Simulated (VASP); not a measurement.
**A VASP study of ZrTiGe2 (vdW-DF2): structure first, properties next**

Wanted: the relaxed cell of ZrTiGe2 and its properties. The steps: first try, rough relaxation of the start cell, full relaxation (vdW-DF2), single point with fields (vdW-DF2), bands along the symmetry lines (vdW-DF2), total and projected DOS (vdW-DF2), volume scan with vdW-DF2, fit for vdW-DF2 and bands along the symmetry lines (vdW-DF2 + SOC). The cell is invented: it takes the structure of a Materials Project entry for ZrTiC2 (space group 166 there), with some of its atoms replaced by other elements, volume scaled by an estimate. It may not be a known or stable phase.

Main program and level: VASP 6.6.1; vdW-DF2; plane waves and PAW (Zr_sv, Ge_d, Ti_sv), in the first sound run; inputs show where later runs differ.

**1. Starting point**

Symmetry: R-3m, No. 166, trigonal system. Conventional cell: a = 3.572 Å, b = 3.572 Å, c = 17.361 Å, α = 90.00°, β = 90.00°, γ = 120.00°. Nearest to Zr lie 6 Ge at 2.58 Å. Nearest to Ge lie 3 Ti at 2.46 Å and 3 Zr at 2.58 Å. Ti has 6 Ge at 2.46 Å nearest. It derives from ZrTiC2. it takes the structure of a Materials Project entry for ZrTiC2 (space group 166 there), with some of its atoms replaced by other elements, volume scaled by an estimate. Farther neighbours are not listed.

**2. First try**

This run is made with a changed input; what comes of it follows.

INCAR

```
SYSTEM = ZrTiGe2
PREC = Accurate
ENCUT = 410
EDIFF = 1E-06
NELM = 56
ISMEAR = -5
SIGMA = 0.05
LREAL = .FALSE.
ALGO = Normal
GGA = ML
AGGAC = 0
LUSE_VDW = .TRUE.
ZAB_VDW = -1.8867
LASPH = .TRUE.
NBANDS = 32
LORBIT = 11
LWAVE = .FALSE.
LCHARG = .FALSE.
KPAR = 2
IBRION = 2
NSW = 30
ISIF = 3
EDIFFG = -0.01
```

POSCAR

```
ZrTiGe2
1.0
    1.7862480000      1.0312910000      5.7869360000
   -1.7862480000      1.0312910000      5.7869360000
    0.0000000000     -2.0625810000      5.7869360000
Zr Ge Ti
1 2 1
Direct
    0.0000000000      0.0000000000      0.0000000000
    0.2443510000      0.2443510000      0.2443510000
    0.7556490000      0.7556490000      0.7556490000
    0.5000000000      0.5000000000      0.5000000000
```

KPOINTS

```
Automatic mesh
0
Gamma
1 1 1
0 0 0
```

The projector-augmented-wave data sets are Zr_sv, Ge_d and Ti_sv (PBE family, release 64).

Command:

```sh
> mpirun -np 2 vasp_std
```

Log:

```text
[banner, memory and clock lines left out]
running    2 mpi-ranks, on    1 nodes
[...]
|                                                                             |
|               ----> ADVICE to this user running VASP <----                  |
|                                                                             |
|     You have switched on vdW-DFT.                                           |
|     This routine was written and supplied by Jiri Klimes. We recommend      |
|     that you carefully read and cite the following publications:            |
|       J. Klimes, D.R. Bowler, A. Michelides                                 |
|          J. Phys.: Cond Matt. 22 022201 (2010)                              |
|       J. Klimes, D.R. Bowler, A. Michelides                                 |
|          Phys. Rev. B. 83, 195131 (2011)                                    |
|     and references therein.                                                 |
|                                                                             |

|                                                                             |
|               ----> ADVICE to this user running VASP <----                  |
|                                                                             |
|     You enforced a specific xc type in the INCAR file but a different       |
|     [... a line on the potential file left out ...]
|     I HOPE YOU KNOW WHAT YOU ARE DOING!                                     |
|                                                                             |

 LDA part: xc-table for (Slater+PW92), standard interpolation
|                                                                             |
|     EEEEEEE  RRRRRR   RRRRRR   OOOOOOO  RRRRRR      ###     ###     ###     |
|     E        R     R  R     R  O     O  R     R     ###     ###     ###     |
|     E        R     R  R     R  O     O  R     R     ###     ###     ###     |
|     EEEEE    RRRRRR   RRRRRR   O     O  RRRRRR       #       #       #      |
|     E        R   R    R   R    O     O  R   R                               |
|     E        R    R   R    R   O     O  R    R      ###     ###     ###     |
|     EEEEEEE  R     R  R     R  OOOOOOO  R     R     ###     ###     ###     |
|                                                                             |
|     IBZKPT: tetrahedron method fails for NKPT<4. NKPT = 1                   |
|                                                                             |
|       ---->  I REFUSE TO CONTINUE WITH THIS SICK JOB ... BYE!!! <----       |
|                                                                             |

1
1
```

It took 2.6 s on 2 MPI ranks of AMD EPYC 9R45, shared host.

Lines that name or quote the potential files are left out of all logs, and their timing lines are given in words.

VASP stopped before it finished a first electronic cycle.

VASP's message: “IBZKPT: tetrahedron method fails for NKPT<4. NKPT = 1”. No number of this run is used.

The fault in the input: tetrahedra on too few k points (ISMEAR = -5 and k-mesh = [1, 1, 1]). Use more k-points.

**3. Rough relaxation of the start cell**

The start is only an estimate, so a cheap relaxation brings it near a minimum before any careful run.

INCAR

```
SYSTEM = ZrTiGe2
PREC = Normal
ENCUT = 410
EDIFF = 1E-05
NELM = 60
ISMEAR = 0
SIGMA = 0.05
LREAL = .FALSE.
ALGO = Fast
GGA = ML
AGGAC = 0
LUSE_VDW = .TRUE.
ZAB_VDW = -1.8867
LASPH = .TRUE.
NBANDS = 32
LORBIT = 11
LWAVE = .FALSE.
LCHARG = .FALSE.
KPAR = 2
IBRION = 2
NSW = 40
ISIF = 3
EDIFFG = -0.04
```

POSCAR is that of step 2.

KPOINTS

```
Automatic mesh
0
Gamma
5 5 5
0 0 0
```

Command:

```sh
> mpirun -np 2 vasp_std
```

Log:

```text
[banner, memory and clock lines left out]
running    2 mpi-ranks, on    1 nodes
 distrk:  each k-point on    1 cores,    2 groups
 distr:  one band on    1 cores,    1 groups

 POSCAR found type information on POSCAR ZrGeTi
 POSCAR found :  3 types and       4 ions
|                                                                             |
|               ----> ADVICE to this user running VASP <----                  |
|                                                                             |
|     You have switched on vdW-DFT.                                           |
|     This routine was written and supplied by Jiri Klimes. We recommend      |
|     that you carefully read and cite the following publications:            |
|       J. Klimes, D.R. Bowler, A. Michelides                                 |
|          J. Phys.: Cond Matt. 22 022201 (2010)                              |
|       J. Klimes, D.R. Bowler, A. Michelides                                 |
|          Phys. Rev. B. 83, 195131 (2011)                                    |
|     and references therein.                                                 |
|                                                                             |

|                                                                             |
|               ----> ADVICE to this user running VASP <----                  |
|                                                                             |
|     You enforced a specific xc type in the INCAR file but a different       |
|     [... a line on the potential file left out ...]
|     I HOPE YOU KNOW WHAT YOU ARE DOING!                                     |
|                                                                             |

 LDA part: xc-table for (Slater+PW92), standard interpolation
 POSCAR, INCAR and KPOINTS ok, starting setup
 FFT: planning ... GRIDC
 FFT: planning ... GRID_SOFT
 FFT: planning ... GRID
 WAVECAR not read
 entering main loop
       N       E                     dE             d eps       ncg     rms          rms(c)
DAV:   1     0.566729672614E+03    0.56673E+03   -0.23056E+04  1456   0.351E+03
DAV:   2     0.778470260584E+02   -0.48888E+03   -0.47713E+03  1224   0.799E+02
DAV:   3    -0.710818262219E+01   -0.84955E+02   -0.84024E+02  1696   0.214E+02
DAV:   4    -0.134944214820E+02   -0.63862E+01   -0.63490E+01  1656   0.596E+01
DAV:   5    -0.137504503393E+02   -0.25603E+00   -0.25599E+00  1744   0.105E+01    0.218E+01
RMM:   6    -0.115098086394E+02    0.22406E+01   -0.13719E+01  1467   0.210E+01    0.864E+00
RMM:   7    -0.113372711451E+02    0.17254E+00   -0.36561E+00  1542   0.113E+01    0.573E+00
RMM:   8    -0.113007908560E+02    0.36480E-01   -0.21300E+00  1682   0.593E+00    0.135E+00
RMM:   9    -0.113175060525E+02   -0.16715E-01   -0.47555E-01  1511   0.527E+00    0.116E+00
RMM:  10    -0.113487219227E+02   -0.31216E-01   -0.36333E-01  1756   0.228E+00    0.452E-01
RMM:  11    -0.113559701502E+02   -0.72482E-02   -0.11452E-01  1776   0.186E+00    0.106E-01
RMM:  12    -0.113656239321E+02   -0.96538E-02   -0.10718E-01  1968   0.122E+00    0.229E-01
RMM:  13    -0.113711613082E+02   -0.55374E-02   -0.57709E-02  2054   0.929E-01    0.259E-01
RMM:  14    -0.113752601309E+02   -0.40988E-02   -0.48576E-02  1911   0.785E-01    0.298E-01
RMM:  15    -0.113780005567E+02   -0.27404E-02   -0.30451E-02  1924   0.658E-01    0.330E-01
WARNING in EDDRMM: call to ZHEGV failed, returncode =   6  3      9
RMM:  16    -0.113806505059E+02   -0.26499E-02   -0.27509E-02  1834   0.573E-01    0.392E-01
RMM:  17    -0.113810144574E+02   -0.36395E-03   -0.17457E-02  1850   0.585E-01    0.328E-01
RMM:  18    -0.113827279128E+02   -0.17135E-02   -0.16920E-02  1813   0.471E-01    0.384E-01
RMM:  19    -0.113838227599E+02   -0.10948E-02   -0.11929E-02  1686   0.409E-01    0.408E-01
RMM:  20    -0.113845603830E+02   -0.73762E-03   -0.10466E-02  1728   0.375E-01    0.416E-01
RMM:  21    -0.113849877022E+02   -0.42732E-03   -0.75832E-03  1763   0.355E-01    0.409E-01
RMM:  22    -0.113853650911E+02   -0.37739E-03   -0.69618E-03  1787   0.333E-01    0.413E-01
RMM:  23    -0.113859262952E+02   -0.56120E-03   -0.52781E-03  1628   0.282E-01    0.431E-01
RMM:  24    -0.113862147724E+02   -0.28848E-03   -0.44116E-03  1645   0.264E-01    0.436E-01
RMM:  25    -0.113865737880E+02   -0.35902E-03   -0.37487E-03  1551   0.236E-01    0.439E-01
RMM:  26    -0.113867976426E+02   -0.22385E-03   -0.29214E-03  1476   0.211E-01    0.444E-01
RMM:  27    -0.113870131086E+02   -0.21547E-03   -0.25928E-03  1446   0.192E-01    0.448E-01
RMM:  28    -0.113872546342E+02   -0.24153E-03   -0.20935E-03  1430   0.178E-01    0.481E-01
RMM:  29    -0.113872710648E+02   -0.16431E-04   -0.17545E-03  1496   0.174E-01    0.457E-01
RMM:  30    -0.113872768468E+02   -0.57820E-05   -0.15107E-03  1486   0.161E-01    0.439E-01
RMM:  31    -0.113872241528E+02    0.52694E-04   -0.12620E-03  1507   0.158E-01    0.400E-01
RMM:  32    -0.113872438459E+02   -0.19693E-04   -0.10922E-03  1408   0.138E-01    0.376E-01
RMM:  33    -0.113871621398E+02    0.81706E-04   -0.92345E-04  1505   0.153E-01    0.317E-01
RMM:  34    -0.113871493935E+02    0.12746E-04   -0.85894E-04  1483   0.135E-01    0.270E-01
RMM:  35    -0.113871499794E+02   -0.58584E-06   -0.63576E-04  1394   0.120E-01    0.239E-01
RMM:  36    -0.113871462392E+02    0.37401E-05   -0.55948E-04  1419   0.115E-01    0.196E-01
RMM:  37    -0.113871309820E+02    0.15257E-04   -0.48847E-04  1429   0.116E-01    0.140E-01
RMM:  38    -0.113871257739E+02    0.52081E-05   -0.43300E-04  1417   0.111E-01    0.845E-02
RMM:  39    -0.113871308871E+02   -0.51132E-05   -0.34871E-04  1343   0.985E-02    0.477E-02
RMM:  40    -0.113871433863E+02   -0.12499E-04   -0.29190E-04  1268   0.841E-02    0.278E-02
RMM:  41    -0.113871571718E+02   -0.13785E-04   -0.23712E-04  1042   0.709E-02    0.247E-02
RMM:  42    -0.113871682261E+02   -0.11054E-04   -0.20445E-04   983   0.657E-02    0.217E-02
RMM:  43    -0.113871792441E+02   -0.11018E-04   -0.19000E-04   990   0.631E-02    0.224E-02
RMM:  44    -0.113871871677E+02   -0.79236E-05   -0.16982E-04   997   0.614E-02    0.177E-02
RMM:  45    -0.113871956548E+02   -0.84871E-05   -0.15819E-04   866   0.557E-02    0.186E-02
RMM:  46    -0.113872021834E+02   -0.65285E-05   -0.13593E-04   866   0.550E-02    0.206E-02
RMM:  47    -0.113872088641E+02   -0.66807E-05   -0.13414E-04   834   0.542E-02    0.230E-02
RMM:  48    -0.113872128303E+02   -0.39663E-05   -0.11793E-04   990   0.542E-02    0.231E-02
RMM:  49    -0.113872157576E+02   -0.29273E-05   -0.11695E-04   958   0.532E-02    0.194E-02
RMM:  50    -0.113872179472E+02   -0.21896E-05   -0.10140E-04   978   0.517E-02    0.170E-02
RMM:  51    -0.113872198570E+02   -0.19099E-05   -0.97450E-05   875   0.499E-02
   1 F= -.11387220E+02 E0= -.11386348E+02  d E =-.113872E+02
 curvature:   0.00 expect dE= 0.000E+00 dE for cont linesearch  0.000E+00
 trial: gam= 0.00000 g(F)=  0.111E-01 g(S)=  0.787E+01 ort = 0.000E+00 (trialstep = 0.100E+01)
 search vector abs. value=  0.788E+01
 bond charge predicted
       N       E                     dE             d eps       ncg     rms          rms(c)
DAV:   1    -0.162164155895E+03   -0.15078E+03   -0.38636E+03  1704   0.119E+03    0.158E+02
RMM:   2    -0.155385043734E+03    0.67791E+01   -0.56787E+02  1528   0.237E+02    0.849E+01
RMM:   3    -0.317904504573E+02    0.12359E+03   -0.20476E+02  1536   0.109E+02    0.541E+01
RMM:   4     0.352152982276E+01    0.35312E+02   -0.15232E+02  1565   0.704E+01    0.368E+01
RMM:   5    -0.272715557796E+02   -0.30793E+02   -0.10101E+02  1535   0.534E+01    0.384E+01
RMM:   6    -0.160476688636E+02    0.11224E+02   -0.69756E+01  1751   0.301E+01    0.280E+01
RMM:   7    -0.861463436298E+01    0.74330E+01   -0.45596E+01  1705   0.187E+01    0.229E+01
RMM:   8    -0.946422372924E+01   -0.84959E+00   -0.26957E+01  1562   0.208E+01    0.206E+01
RMM:   9    -0.125742031443E+02   -0.31100E+01   -0.21850E+01  1562   0.220E+01    0.142E+01
RMM:  10    -0.987754003142E+01    0.26967E+01   -0.73335E+00  1777   0.120E+01    0.719E+00
RMM:  11    -0.959044533164E+01    0.28709E+00   -0.12843E+01  1733   0.970E+00    0.509E+00
RMM:  12    -0.102643810491E+02   -0.67394E+00   -0.76728E+00  1834   0.584E+00    0.420E+00
RMM:  13    -0.107493782634E+02   -0.48500E+00   -0.35589E+00  1902   0.462E+00    0.451E+00
RMM:  14    -0.115969873640E+02   -0.84761E+00   -0.21004E+00  1614   0.493E+00    0.761E+00
RMM:  15    -0.109922011713E+02    0.60479E+00   -0.23712E+00  1784   0.518E+00    0.207E+00
RMM:  16    -0.112929969492E+02   -0.30080E+00   -0.18253E+00  1633   0.478E+00    0.203E+00
RMM:  17    -0.113058511210E+02   -0.12854E-01   -0.10293E+00  1823   0.327E+00    0.178E+00
RMM:  18    -0.114456978083E+02   -0.13985E+00   -0.17230E+00  1680   0.332E+00    0.154E+00
RMM:  19    -0.114815832973E+02   -0.35885E-01   -0.68242E-01  1795   0.243E+00    0.117E+00
RMM:  20    -0.115357743862E+02   -0.54191E-01   -0.10116E+00  1790   0.234E+00    0.851E-01
RMM:  21    -0.115723490380E+02   -0.36575E-01   -0.46330E-01  1845   0.190E+00    0.930E-01
RMM:  22    -0.116366513907E+02   -0.64302E-01   -0.56382E-01  1896   0.173E+00    0.129E+00
RMM:  23    -0.116231246557E+02    0.13527E-01   -0.25783E-01  1786   0.171E+00    0.867E-01
RMM:  24    -0.116417767150E+02   -0.18652E-01   -0.28613E-01  1855   0.136E+00    0.768E-01
RMM:  25    -0.116580792213E+02   -0.16303E-01   -0.17207E-01  1928   0.119E+00    0.827E-01
RMM:  26    -0.116749416903E+02   -0.16862E-01   -0.18746E-01  1790   0.108E+00    0.891E-01
RMM:  27    -0.116868237300E+02   -0.11882E-01   -0.13066E-01  1667   0.101E+00    0.928E-01
RMM:  28    -0.116992363381E+02   -0.12413E-01   -0.13430E-01  1645   0.939E-01    0.976E-01
RMM:  29    -0.117081303485E+02   -0.88940E-02   -0.10204E-01  1635   0.892E-01    0.101E+00
RMM:  30    -0.117196936653E+02   -0.11563E-01   -0.10222E-01  1631   0.854E-01    0.111E+00
[...]
RMM:  49    -0.117553612108E+02    0.44704E-02   -0.20615E-02  1666   0.529E-01    0.994E-01
RMM:  50    -0.117540631200E+02    0.12981E-02   -0.13662E-02  1607   0.483E-01    0.909E-01
RMM:  51    -0.117526202892E+02    0.14428E-02   -0.13359E-02  1638   0.471E-01    0.797E-01
RMM:  52    -0.117518082956E+02    0.81199E-03   -0.12374E-02  1654   0.472E-01    0.713E-01
RMM:  53    -0.117515524869E+02    0.25581E-03   -0.10650E-02  1561   0.449E-01    0.639E-01
RMM:  54    -0.117518538361E+02   -0.30135E-03   -0.91060E-03  1523   0.419E-01    0.604E-01
RMM:  55    -0.117524437171E+02   -0.58988E-03   -0.76941E-03  1441   0.390E-01    0.597E-01
RMM:  56    -0.117524464480E+02   -0.27309E-05   -0.73570E-03  1490   0.387E-01    0.571E-01
RMM:  57    -0.117523566390E+02    0.89809E-04   -0.66528E-03  1444   0.381E-01    0.541E-01
RMM:  58    -0.117528210896E+02   -0.46445E-03   -0.57436E-03  1442   0.363E-01    0.547E-01
RMM:  59    -0.117530294685E+02   -0.20838E-03   -0.51534E-03  1384   0.350E-01    0.536E-01
RMM:  60    -0.117533395312E+02   -0.31006E-03   -0.44777E-03  1360   0.339E-01
|                                                                             |
|           W    W    AA    RRRRR   N    N  II  N    N   GGGG   !!!           |
|           W    W   A  A   R    R  NN   N  II  NN   N  G    G  !!!           |
|           W    W  A    A  R    R  N N  N  II  N N  N  G       !!!           |
|           W WW W  AAAAAA  RRRRR   N  N N  II  N  N N  G  GGG   !            |
|           WW  WW  A    A  R   R   N   NN  II  N   NN  G    G                |
|           W    W  A    A  R    R  N    N  II  N    N   GGGG   !!!           |
|                                                                             |
|     The electronic self-consistency was not achieved in the given           |
|     number of steps (NELM). The forces and other quantities evaluated       |
|     might not be reliable so examine the results carefully. If you find     |
|     spurious results, we suggest increasing NELM, if you were close to      |
|     convergence or switching to a different ALGO or adjusting the           |
|     density mixing parameters otherwise.                                    |
|                                                                             |

   2 F= -.11753340E+02 E0= -.11752723E+02  d E =-.366120E+00
[...]
|     The electronic self-consistency was not achieved in the given           |
[... from here on, the cycles between the ionic steps are left out ...]
   3 F= -.12988239E+02 E0= -.12987106E+02  d E =-.160102E+01
   4 F= -.13043074E+02 E0= -.13042163E+02  d E =-.165585E+01
[...]
WARNING in EDDRMM: call to ZHEGV failed, returncode =   6  3     14
   5 F= -.13042758E+02 E0= -.13041839E+02  d E =-.165554E+01
   6 F= -.13046620E+02 E0= -.13045622E+02  d E =-.386268E-02
   7 F= -.13048577E+02 E0= -.13047525E+02  d E =-.581967E-02
   8 F= -.13049906E+02 E0= -.13048930E+02  d E =-.714838E-02
   9 F= -.13049982E+02 E0= -.13048978E+02  d E =-.722436E-02
  10 F= -.13050060E+02 E0= -.13049078E+02  d E =-.783844E-04
  11 F= -.13050459E+02 E0= -.13049467E+02  d E =-.477049E-03
 curvature:  -0.33 expect dE=-0.739E-04 dE for cont linesearch -0.851E-05
 ZBRENT: interpolating
 opt :   0.7375  next Energy=   -13.050466 (dE=-0.485E-03)
 bond charge predicted
       N       E                     dE             d eps       ncg     rms          rms(c)
DAV:   1    -0.130506335461E+02   -0.17745E-03   -0.35924E-03  1792   0.622E-01    0.104E-01
RMM:   2    -0.130505776035E+02    0.55943E-04   -0.78394E-04  1458   0.219E-01    0.650E-02
RMM:   3    -0.130504784304E+02    0.99173E-04   -0.15536E-04  1231   0.946E-02    0.297E-02
RMM:   4    -0.130504656285E+02    0.12802E-04   -0.93665E-05  1179   0.548E-02    0.132E-02
RMM:   5    -0.130504636601E+02    0.19684E-05   -0.25733E-05  1010   0.336E-02
  12 F= -.13050464E+02 E0= -.13049473E+02  d E =-.481743E-03
 curvature:  -0.29 expect dE=-0.470E-04 dE for cont linesearch -0.240E-05
 trial: gam= 0.03278 g(F)=  0.872E-04 g(S)=  0.754E-04 ort = 0.110E-03 (trialstep = 0.117E+01)
 search vector abs. value=  0.171E-03
 reached required accuracy - stopping structural energy minimisation
```

It took 9.9 min on 2 MPI ranks; peak memory 0.71 GiB; 20 min of CPU time.

(Part 1 of 6 ends here.)

[Lines on the potential files, build, host, timing and source positions are cut from VASP's logs without a mark.]

[Logs are printed without paths, hosts, clocks, repeated set-up lines and the standing remarks that a program may print on its own settings, such as how far it seeks lower states.]

[Hosts, paths, dates, database ids (printed as entryN), source tags and the programs' standing remarks are cut or masked in the printed files.]

[A measured line is paired with the nearest computed mode of its activity, which favours agreement.]
